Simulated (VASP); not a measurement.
Computed with PBE GGA, VASP's PBE PAW potentials (set 64) (plane waves; VASP).

Input for VASP

**INCAR**
```
# general
SYSTEM  = Mg3ZnTe4
PREC    = Accurate
ENCUT   = 400
LREAL   = .FALSE.
LASPH   = .TRUE.

# electronic loop
EDIFF   = 1E-6
NELM    = 100
ALGO    = Normal
LMAXMIX = 4

# smearing
ISMEAR  = 0
SIGMA   = 0.05

# functional
GGA     = PE

# output
LWAVE   = .FALSE.
LCHARG  = .TRUE.
```

POSCAR:
```
Mg3ZnTe4
1
    6.4267100701    -0.0000000000    -0.0000000000
   -0.0000000000     6.4267100701     0.0000000000
    0.0000000000     0.0000000000     6.4267100701
Zn Te Mg
1 4 3
Direct
  0.0000000000   0.0000000000   0.0000000000
  0.2429613814   0.2429613814   0.2429613814
  0.7570386186   0.7570386186   0.2429613814
  0.7570386186   0.2429613814   0.7570386186
  0.2429613814   0.7570386186   0.7570386186
  0.5000000000   0.5000000000   0.0000000000
  0.5000000000   0.0000000000   0.5000000000
  0.0000000000   0.5000000000   0.5000000000
```

File KPOINTS:
```
Automatic mesh
0
Gamma
3 3 3
0 0 0
```

POTCAR, in this order: Zn Te Mg (PBE.64 set). Program: vasp_std.

Unless said otherwise, spin-orbit coupling is left out, though it shifts the bands of the heavy elements here.

Task: Estimate the energy per atom (σ→0), band gap (on the k-mesh).

Result: 
| Item | Result |
|---|---|
| energy per atom (σ→0) | -3.037 eV/atom |
| band gap (on the k-mesh) | 1.80 eV |

### OSZICAR
```
...
DAV:   8    -0.242919043594E+02   -0.11496E-01   -0.17584E-02   256   0.725E-01    0.878E-01
DAV:   9    -0.242949028651E+02   -0.29985E-02   -0.75081E-03   240   0.440E-01    0.193E-01
DAV:  10    -0.242952207778E+02   -0.31791E-03   -0.34777E-04   260   0.138E-01    0.831E-02
DAV:  11    -0.242955925180E+02   -0.37174E-03   -0.51546E-04   232   0.131E-01    0.275E-02
DAV:  12    -0.242955970064E+02   -0.44884E-05   -0.81764E-06   288   0.317E-02    0.152E-02
DAV:  13    -0.242956043481E+02   -0.73417E-05   -0.19070E-05   224   0.188E-02    0.960E-03
DAV:  14    -0.242956049474E+02   -0.59931E-06   -0.31952E-07   178   0.307E-03
   1 F= -.24295605E+02 E0= -.24295605E+02  d E =-.289137E-12
```

The structure was generated: Mg3ZnTe4 was put into an ordered model structure (P-43m), which need not be its known phase. It was relaxed first.
